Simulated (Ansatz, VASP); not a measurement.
## Si15O28F4 (fluorine-doped silica glass) in two plane-wave programs

One calculation is typed for both programs; each brings its own data sets. How far apart do they land? Of the first pair: The structure shown is the start of the Ansatz relaxation below; VASP solves that cell, so the two are compared at the walk's first step.

Method: plane waves, with VASP 6.6.1 beside it; single point at PBE, in Ansatz 0.2.0.

### Step 1. Set-up

The cell holds 47 atoms: 15 Si, 4 F and 28 O. Cell: a = 8.853 Å, b = 8.853 Å, c = 8.853 Å, α = 90.0°, β = 90.0°, γ = 90.0°. As first built, before any earlier steps moved the atoms (in the runner's words): kind fluorine-doped silica glass; units_of_the_quenched_model {'SiO2': 14, 'SiF4': 1}; melt_K 2600; rate_K_ps 10; atoms 47.

### Step 2. Ansatz: relaxation, PBE

Ansatz runs on its PAW soft_1 files.

The two programs are compared at the cell with which this relaxation starts, whose forces are those of its first step.

The input, input.yaml:

```yaml
crystal:
  lattice:
    - [8.8533385419, 0.0, 0.0]
    - [0.0, 8.8533385419, 0.0]
    - [0.0, 0.0, 8.8533385419]
  atoms:
    - { symbol: Si, position: [0.318013, 0.901287, 0.015249] }
    - { symbol: Si, position: [0.431493, 0.229003, 0.896598] }
    - { symbol: Si, position: [0.829971, 0.936902, 0.274331] }
    - { symbol: Si, position: [0.96516, 0.468586, 0.191038] }
    - { symbol: Si, position: [0.027484, 0.188905, 0.393182] }
    - { symbol: Si, position: [0.328531, 0.578958, 0.49708] }
    - { symbol: Si, position: [0.801254, 0.645092, 0.75437] }
    - { symbol: Si, position: [0.970431, 0.862701, 0.949838] }
    - { symbol: Si, position: [0.540022, 0.079638, 0.597513] }
    - { symbol: Si, position: [0.472375, 0.772204, 0.732621] }
    - { symbol: Si, position: [0.885971, 0.110463, 0.703955] }
    - { symbol: Si, position: [0.519967, 0.767542, 0.25824] }
    - { symbol: Si, position: [0.752309, 0.353867, 0.926842] }
    - { symbol: Si, position: [0.983653, 0.691482, 0.446794] }
    - { symbol: Si, position: [0.367699, 0.247449, 0.365566] }
    - { symbol: F, position: [0.302962, 0.365171, 0.901099] }
    - { symbol: F, position: [0.407314, 0.300115, 0.193593] }
    - { symbol: F, position: [0.587504, 0.653123, 0.121692] }
    - { symbol: F, position: [0.112169, 0.541351, 0.100011] }
    - { symbol: O, position: [0.159558, 0.641787, 0.464803] }
    - { symbol: O, position: [0.455914, 0.921626, 0.622042] }
    - { symbol: O, position: [0.404665, 0.800375, 0.894105] }
    - { symbol: O, position: [0.141447, 0.879286, 0.000284] }
    - { symbol: O, position: [0.922335, 0.605143, 0.297405] }
    - { symbol: O, position: [0.39271, 0.861379, 0.174899] }
    - { symbol: O, position: [0.653641, 0.750871, 0.737684] }
    - { symbol: O, position: [0.88654, 0.104388, 0.303996] }
    - { symbol: O, position: [0.893064, 0.643038, 0.596853] }
    - { symbol: O, position: [0.34158, 0.401933, 0.456859] }
    - { symbol: O, position: [0.501694, 0.154019, 0.437477] }
    - { symbol: O, position: [0.946729, 0.859794, 0.398913] }
    - { symbol: O, position: [0.868756, 0.900589, 0.097709] }
    - { symbol: O, position: [0.466229, 0.19188, 0.722018] }
    - { symbol: O, position: [0.847309, 0.402584, 0.074437] }
    - { symbol: O, position: [0.38083, 0.636987, 0.658196] }
    - { symbol: O, position: [0.365543, 0.074296, 0.963339] }
    - { symbol: O, position: [0.665581, 0.868629, 0.298792] }
    - { symbol: O, position: [0.946399, 0.970528, 0.800001] }
    - { symbol: O, position: [0.015092, 0.349941, 0.312147] }
    - { symbol: O, position: [0.914645, 0.702481, 0.885101] }
    - { symbol: O, position: [0.210243, 0.159336, 0.364778] }
    - { symbol: O, position: [0.717691, 0.064391, 0.635196] }
    - { symbol: O, position: [0.858408, 0.244652, 0.823141] }
    - { symbol: O, position: [0.455132, 0.664118, 0.384615] }
    - { symbol: O, position: [0.723963, 0.490416, 0.809135] }
    - { symbol: O, position: [0.595862, 0.271758, 0.958213] }
    - { symbol: O, position: [0.990665, 0.166702, 0.568492] }
  symmetry: { detect: false }
kpoints:
  mp_grid: { grid: [2, 2, 2] }
scf:
  occupations: { method: fermi_dirac, width: 0.05 }
hamiltonian:
  xc: pbe
  pseudopotentials: { kind: paw, azcp: { folder: soft_1 } }
output:
  forces: true
  stress: true
relax:
  f_tol: 0.04
  max_steps: 100
  escape_saddle: false
  cell: { stress_tol: 0.4, fix: [] }
```

Started as:

```console
$ ansatz run input.yaml --threads 4 --pin off --max-ram 16384MiB --backend cpu --events-out ev --progress --plain --runs-dir out
```

Numbers of over 12 decimals in the logs are rounded to 6 here.

What it wrote:

```text
Engine: ansatz 0.2.0, aarch64-unknown-linux-gnu
Pseudopotentials: kind: paw
Pseudopotential: Si, paw, valence charge 4, recommended cutoff 420 eV (normal), soft_1/Si.paw.azcp
Pseudopotential: F, paw, valence charge 7, recommended cutoff 420 eV (normal), soft_1/F.paw.azcp
Pseudopotential: O, paw, valence charge 6, recommended cutoff 420 eV (normal), soft_1/O.paw.azcp
Functional definition: PBE
  parameter kappa = 0.804
  parameter beta = 0.066725
  exchange = pbe_x(kappa = kappa, mu = beta*pi^2/3)
  correlation = pbe_c(beta = beta)
Crystal: 47 atoms, lattice volume = 693.939 Å³
Basis set: ecut = 420 eV, 13517 PW (Γ), exchange–correlation on 120×120×120 points (8 copies of the dense FFT grid, shifted against one another)
Bands: 175, of which v1, the nominal top of the filled ones, is band 128 counted from 1 (127 counted from 0)
Symmetry: 1 space group operations
k-points: 8
Non-local potential: Si, projectors of the file, l = 0: 2, l = 1: 2, l = 2: 1
Non-local potential: F, projectors of the file, l = 0: 2, l = 1: 2, l = 2: 1
Non-local potential: O, projectors of the file, l = 0: 2, l = 1: 2, l = 2: 1
PAW form: soft (Blöchl's): semilocal exchange-correlation on the pseudo side does not see the compensation charge
PAW one-centre angular grid: Si, 110 points (default); XC on 64 Gauss nodes
PAW one-centre angular grid: F, 110 points (default); XC on 64 Gauss nodes
PAW one-centre angular grid: O, 110 points (default); XC on 64 Gauss nodes
Initial density: superposition of atomic densities (chi_scale 0.1, normalization cell, long waves 6 % of neutral atoms (reshape's long-wave potential 1.06 eV rms, cloud 1.77 Å wide))
Initial wavefunctions: pseudopotential atomic-orbital guess
Functional: x = pbe(κ = 0.804, μ = 0.219515), c = pbe(β = 0.066725)
SCF iter   1: F=—  HF=-28746.451776 eV  |F-HF|=—  |Δ(HF+E_count)|=         —  Δρ=1.42e-1  dr2=1.32e2  ethr=3.10e-3  ⟨swp⟩=6.0  Hψ=6279  notcnv=0  defer=228
preconditioner: auto → Resta (q_TF=auto, 2.311 Å⁻¹)  ε∞=2.9  [insulator: Δε(μ)=1.641 eV  Ē_g=14.299 eV  σ=0.050 eV  W_gap=1.00  n_scr=146 (ndim 8)  ℏωp=19.9 eV  f_vac=0.151  D(μ)=0.00/eV (n_scr^D=0)  ε∞_Penn≈2.9]
SCF iter   2: F=—  HF=-28709.517869 eV  |F-HF|=—  |Δ(HF+E_count)|=    3.69e1  Δρ=4.91e-2  dr2=9.78e0  ethr=3.10e-3  ⟨swp⟩=4.0  Hψ=3487  notcnv=0  defer=330
SCF iter   3: F=—  HF=-28707.738113 eV  |F-HF|=—  |Δ(HF+E_count)|=    1.78e0  Δρ=2.24e-2  dr2=2.98e0  ethr=3.10e-3  ⟨swp⟩=2.2  Hψ=2691  notcnv=0  defer=331
SCF iter   4: F=—  HF=-28707.236715 eV  |F-HF|=—  |Δ(HF+E_count)|=   5.01e-1  Δρ=9.66e-3  dr2=5.10e-1  ethr=1.16e-3  ⟨swp⟩=3.8  Hψ=2269  notcnv=0  defer=329
SCF iter   5: F=—  HF=-28707.132706 eV  |F-HF|=—  |Δ(HF+E_count)|=   1.04e-1  Δρ=2.15e-3  dr2=3.55e-2  ethr=1.99e-4  ⟨swp⟩=3.6  Hψ=2717  notcnv=0  defer=328
SCF iter   6: F=—  HF=-28707.146498 eV  |F-HF|=—  |Δ(HF+E_count)|=   1.38e-2  Δρ=6.60e-4  dr2=2.69e-3  ethr=1.39e-5  ⟨swp⟩=2.1  Hψ=1666  notcnv=0  defer=328
SCF iter   7: F=—  HF=-28707.146609 eV  |F-HF|=—  |Δ(HF+E_count)|=   1.11e-4  Δρ=3.41e-4  dr2=6.23e-4  ethr=1.05e-6  ⟨swp⟩=2.0  Hψ=2131  notcnv=0  defer=328
SCF iter   8: F=—  HF=-28707.146566 eV  |F-HF|=—  |Δ(HF+E_count)|=   4.34e-5  Δρ=6.48e-5  dr2=3.46e-5  ethr=2.43e-7  ⟨swp⟩=2.0  Hψ=2102  notcnv=0  defer=328
SCF iter   9: F=—  HF=-28707.146189 eV  |F-HF|=—  |Δ(HF+E_count)|=   3.77e-4  Δρ=3.86e-5  dr2=7.82e-6  ethr=1.35e-8  ⟨swp⟩=2.0  Hψ=2406  notcnv=0  defer=328
SCF iter  10: F=—  HF=-28707.146187 eV  |F-HF|=—  |Δ(HF+E_count)|=   1.29e-6  Δρ=1.21e-5  dr2=9.33e-7  ethr=3.05e-9  ⟨swp⟩=2.0  Hψ=2092  notcnv=0  defer=328
SCF iter  11: F=—  HF=-28707.146188 eV  |F-HF|=—  |Δ(HF+E_count)|=   1.25e-7  Δρ=4.41e-6  dr2=1.33e-7  ethr=3.64e-10  ⟨swp⟩=2.0  Hψ=2084  notcnv=0  defer=328
SCF iter  12: F=-28707.146188 eV  HF=-28707.146188 eV  |F-HF|=1.29e-8  |Δ(HF+E_count)|=   1.98e-8  Δρ=2.31e-6  dr2=2.42e-8  ethr=3.91e-11  ⟨swp⟩=5.0  Hψ=4842  notcnv=0
SCF 1 converged in 12 iterations: F = -28707.146188 eV  dr2 = 2.42e-8
  greatest PAW one-centre occupation: 0.931 electrons in one spin orbital (limit 2), on the F atom at site 16 (counted from 0), in its partial waves of l = 0
relax step   1: F+E_penalty+E_count = -28707.14618755 eV  Δ(F+E_penalty+E_count) = +0.000e0 eV  max|allowed force component| = 2.964e0 eV/Å  Δτ_max = 0.0000 Å  P = +4.227 GPa  Ω = 693.939 Å³  (12 SCF iters, dr2 threshold 1.00e-7 eV, accepted)
Crystal: 47 atoms, lattice volume = 718.142 Å³
Basis set: ecut = 420 eV, 14033 PW (Γ), exchange–correlation on 120×120×120 points (8 copies of the dense FFT grid, shifted against one another)
Initial density: handed on by an earlier stage of this run
Initial wavefunctions: those handed on with the density
iter 1 solved again at ethr=3.02e-4 eV; its pass at ethr=3.10e-3 eV (dr2=7.73e-1 eV) is discarded
[...]
SCF 15 converged in 4 iterations: F = -28710.812797 eV  dr2 = 1.35e-8
relax step  15: F+E_penalty+E_count = -28710.81279653 eV  Δ(F+E_penalty+E_count) = -4.029e-2 eV  max|allowed force component| = 3.563e-2 eV/Å  Δτ_max = 0.0000 Å  P = +0.066 GPa  Ω = 741.748 Å³  stress off target by 1.56e-1 GPa  SCF on the basis re-selected at this cell (its energy is not comparable with the rows above)  (4 SCF iters)
[...]
Harris-Foulkes:  -28710.812797 eV  (|F-HF|=9.63e-9)
Internal energy: -28710.812797 eV  (E = F + TS)
E sigma→0 (E₀):  -28710.812797 eV
Fermi energy:    3.142080 eV
--- Per-component energies (eV) ---
  E_band       = -1709.842183
  E_kinetic    = 6265.518455
  E_local      = -20520.208284  (includes V_loc(G=0)·N_el)
  E_nonlocal   = 2137.853535
  E_hartree    = 7832.408217
  E_xc         = -3172.461864
  E_vxc        = -3686.995804  (∫ρ·V_xc dr)
  E_paw        = -13082.682044  (= ΣΔE_a)
  E_vpaw       = -1570.852272  (= ΣTr[D̂ρ^β])
  E_aug_tail   = 0.026131  (compensation charges beyond the density's cutoff)
  E_ewald      = -8171.266943
  E_smearing   = -0.000000  (= −TS)
  E_closure    = -0.000000  (closes the sum)
  Σ components = -28710.812797   (vs F -28710.812797, Δ=0.00e0)
--- Forces (eV/Å), atoms counted from 1 ---
  atom   1  Si     0.01784244     0.01476647     0.00153561
  atom   2  Si     0.01607592    -0.02841563    -0.02276159
  atom   3  Si    -0.00392185     0.01033986    -0.00542256
  atom   4  Si    -0.00596612     0.00484194     0.01611910
  atom   5  Si     0.00386991     0.01156726    -0.00165320
  atom   6  Si     0.01179777    -0.00922466     0.00106917
  atom   7  Si    -0.00658781    -0.00174610     0.01089359
  atom   8  Si    -0.00178006    -0.00067526    -0.01330161
  atom   9  Si    -0.01708348     0.00996557     0.00778914
  atom  10  Si     0.00314544     0.01078136     0.00365620
  atom  11  Si     0.00904094     0.00033852    -0.00465823
  atom  12  Si    -0.01068474    -0.00927699    -0.00382040
  atom  13  Si    -0.00887234    -0.00517083    -0.00458607
  atom  14  Si    -0.00576881    -0.00227318    -0.00821919
  atom  15  Si     0.00309676    -0.00144594     0.02122812
  atom  16  F     -0.03563392     0.01617184     0.00458434
  atom  17  F     -0.00053032     0.00203743     0.00107894
  atom  18  F      0.00344143    -0.00574490    -0.00712899
  atom  19  F      0.01276546     0.01115772    -0.00475379
  atom  20  O     -0.00952758     0.00172376    -0.00112349
  atom  21  O      0.00254205    -0.00605047    -0.00403364
  atom  22  O      0.00546952    -0.00521089    -0.00718087
  atom  23  O     -0.01829704     0.00265919    -0.00427223
  atom  24  O      0.01332496    -0.01283932    -0.00167070
[...]
atom  40  O      0.00457339    -0.00396258     0.00102284
  atom  41  O      0.00339530     0.00353914    -0.00147251
  atom  42  O     -0.00514242    -0.00179060     0.00343619
  atom  43  O     -0.01034070     0.01459933     0.01053087
  atom  44  O      0.00261855     0.00278334     0.00074988
  atom  45  O      0.00340813     0.01711621    -0.00357867
  atom  46  O      0.02269167     0.01497149     0.00245393
  atom  47  O      0.00050893     0.00055220    -0.00546643
  max |Σ_I F_I| component: 1.98e-5 eV/Å
--- Stress (GPa, compression-positive) ---
        0.014807      -0.052984      -0.012603
       -0.052994       0.132920       0.012133
       -0.012599       0.012131       0.049673
  P = ⅓ Tr σ = 0.0658 GPa (0.658 kbar)
--- Relaxed structure (13 steps of the walk, 12 accepted, 2 SCFs on fresh bases) ---
  F+E_penalty+E_count = -28710.81279653 eV   max|allowed force component| = 3.563e-2 eV/Å   (the final SCF, on the basis selected at the relaxed cell)
  cell:  # Å, volume = 741.7484 Å³
    - [8.506565, -0.347061, -0.122493]
    - [-0.347061, 9.760845, 0.073665]
    - [-0.122493, 0.073665, 8.948588]
  atoms:
    - { symbol: Si, position: [0.363435, 0.909480, -0.0026698] }
    - { symbol: Si, position: [0.415912, 0.200664, 0.896108] }
    - { symbol: Si, position: [0.867844, 0.909834, 0.274583] }
    - { symbol: Si, position: [0.923594, 0.442660, 0.216928] }
    - { symbol: Si, position: [-0.00449676, 0.190368, 0.413019] }
    - { symbol: Si, position: [0.344633, 0.581111, 0.478303] }
    - { symbol: Si, position: [0.821436, 0.665680, 0.743539] }
    - { symbol: Si, position: [0.987205, 0.894388, 0.939261] }
    - { symbol: Si, position: [0.507080, 0.081607, 0.605287] }
    - { symbol: Si, position: [0.491095, 0.787155, 0.698847] }
    - { symbol: Si, position: [0.864973, 0.141186, 0.731946] }
    - { symbol: Si, position: [0.542235, 0.749070, 0.230781] }
    - { symbol: Si, position: [0.743768, 0.378476, 0.912205] }
    - { symbol: Si, position: [0.989951, 0.666314, 0.429736] }
    - { symbol: Si, position: [0.355143, 0.274944, 0.387601] }
    - { symbol: F, position: [0.258195, 0.267632, 0.933775] }
    - { symbol: F, position: [0.411830, 0.318764, 0.224754] }
    - { symbol: F, position: [0.608476, 0.659183, 0.102889] }
    - { symbol: F, position: [0.093914, 0.458757, 0.145270] }
    - { symbol: O, position: [0.167220, 0.616955, 0.431365] }
    - { symbol: O, position: [0.460317, 0.917080, 0.584972] }
    - { symbol: O, position: [0.437968, 0.824866, 0.865001] }
    - { symbol: O, position: [0.175535, 0.911987, -0.029559] }
    - { symbol: O, position: [0.887222, 0.585096, 0.296147] }
    - { symbol: O, position: [0.403590, 0.835881, 0.156774] }
    - { symbol: O, position: [0.677377, 0.761131, 0.702467] }
    - { symbol: O, position: [0.892317, 0.067921, 0.327026] }
    - { symbol: O, position: [0.913141, 0.636011, 0.591630] }
    - { symbol: O, position: [0.354531, 0.414422, 0.486276] }
    - { symbol: O, position: [0.480987, 0.169009, 0.451340] }
    - { symbol: O, position: [0.989224, 0.827968, 0.382122] }
    - { symbol: O, position: [0.900467, 0.900298, 0.097695] }
    - { symbol: O, position: [0.392078, 0.144190, 0.725856] }
    - { symbol: O, position: [0.795790, 0.402992, 0.086143] }
    - { symbol: O, position: [0.389778, 0.648595, 0.641060] }
    - { symbol: O, position: [0.441275, 0.068124, 1.005184] }
    - { symbol: O, position: [0.685794, 0.850178, 0.300083] }
    - { symbol: O, position: [0.932066, 1.015483, 0.828137] }
    - { symbol: O, position: [-0.076404, 0.330409, 0.351753] }
    - { symbol: O, position: [0.942993, 0.746242, 0.861815] }
    - { symbol: O, position: [0.181836, 0.193369, 0.374823] }
    - { symbol: O, position: [0.689249, 0.098539, 0.663922] }
    - { symbol: O, position: [0.858390, 0.272519, 0.839920] }
    - { symbol: O, position: [0.470506, 0.645724, 0.358281] }
    - { symbol: O, position: [0.754578, 0.520473, 0.815773] }
    - { symbol: O, position: [0.561808, 0.315268, 0.908715] }
    - { symbol: O, position: [0.980651, 0.178763, 0.593361] }
[key lines of the parts left out:]
SCF converged after 4 iterations
Free energy (F): -28710.812797 eV
```

(Continued in part 2 of 2.)

[Lines on the potential files, build, host, timing and source positions are cut from VASP's logs without a mark.]

[Logs are printed without paths, hosts, clocks, repeated set-up lines and the standing remarks that a program may print on its own settings, such as how far it seeks lower states.]

[Hosts, paths, dates, database ids (printed as entryN), source tags and the programs' standing remarks are cut or masked in the printed files.]
